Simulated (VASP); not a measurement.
A convergence study with VASP on TiC (rock salt): a few settings are varied, all else stays as given below, so the limit is that of these other settings. The cell's lengths are 1 % over those of the tabulated start and one atom is moved, so it is off equilibrium.

```
TiC
1.0
    0.00000     2.18665     2.18665
    2.18665     0.00000     2.18665
    2.18665     2.18665     0.00000
Ti C
1 1
Direct
  0.00000   0.00000   0.00000
  0.48614   0.51386   0.51386
```

Calculation: PBEsol GGA, VASP's PBE PAW potentials (set 64) (plane waves; VASP 6.6.1). The last row used: LREAL = Auto, 700 eV cut-off, 12×12×12 Γ-centred mesh, first-order Methfessel-Paxton smearing of 0.10 eV, potentials Ti_sv C.

| setting | E (eV/atom) | pressure (GPa) | largest force (eV/Å) | plane waves |
|---|---|---|---|---|
| ENCUT = 400, LREAL = .FALSE., PREC = Normal | -9.8699 | -14.13 | 0.503 | 392 |
| ENCUT = 500, LREAL = .FALSE., PREC = Normal | -9.8705 | -12.59 | 0.502 | 544 |
| ENCUT = 600, LREAL = .FALSE., PREC = Normal | -9.8706 | -12.66 | 0.502 | 725 |
| ENCUT = 700, LREAL = .FALSE., PREC = Normal | -9.8718 | -12.70 | 0.503 | 899 |
| ENCUT = 500, LREAL = .FALSE., PREC = Accurate | -9.8705 | -12.59 | 0.502 | 544 |
| ENCUT = 600, LREAL = .FALSE., PREC = Accurate | -9.8706 | -12.66 | 0.502 | 725 |
| ENCUT = 400, LREAL = Auto, PREC = Normal | -9.8688 | -13.99 | 0.502 | 392 |
| ENCUT = 500, LREAL = Auto, PREC = Normal | -9.8712 | -12.54 | 0.515 | 544 |
| ENCUT = 600, LREAL = Auto, PREC = Normal | -9.8704 | -12.10 | 0.504 | 725 |
| ENCUT = 700, LREAL = Auto, PREC = Normal | -9.8717 | -12.82 | 0.497 | 899 |
| ENCUT = 400, LREAL = Auto, PREC = Accurate | -9.8696 | -14.12 | 0.503 | 392 |
| ENCUT = 500, LREAL = Auto, PREC = Accurate | -9.8719 | -12.35 | 0.497 | 544 |
| ENCUT = 600, LREAL = Auto, PREC = Accurate | -9.8708 | -12.66 | 0.502 | 725 |
| ENCUT = 700, LREAL = Auto, PREC = Accurate | -9.8718 | -12.64 | 0.503 | 899 |

Left out are rungs that failed or repeat a setting and relaxations that didn't move; long series are thinned to 24 rows.

The compound is TiC in the rock salt structure. The cell was not relaxed at this level, it is distorted from the ideal structure.
